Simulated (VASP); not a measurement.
```yaml
crystal:
  lattice:
    - [4.32214, 0.00000, 0.00000]
    - [0.00000, 4.32214, 0.00000]
    - [0.00000, 0.00000, 4.32214]
  atoms:
    - { symbol: Cs, position: [0.00000, 0.00000, 0.00000] }
    - { symbol: Br, position: [0.50000, 0.50000, 0.50000] }
```

The numbers are results of r2SCAN meta-GGA, VASP's PBE PAW potentials (set 64) (plane waves; VASP), not measurements. Run with 400 eV cut-off, 6×6×6 Γ-centred mesh, Gaussian smearing of 0.050 eV, potentials Cs_sv Br.

Unless said otherwise, spin-orbit coupling is left out, though it shifts the bands of the heavy elements here.

Problem. What does the run give for the energy per atom (σ→0), band gap (on the k-mesh) with the smallest direct gap where there is one?

Solution. 
```json
{
  "band gap (on the k-mesh)": "5.18 eV",
  "smallest direct gap (on the k-mesh)": "5.18 eV",
  "energy per atom (σ→0)": "-21.161 eV/atom"
}
```

Only differences to runs with the same potentials and settings are physical.

The compound is CsBr in the CsCl type structure. It was relaxed first. The start is the result of an earlier pass.
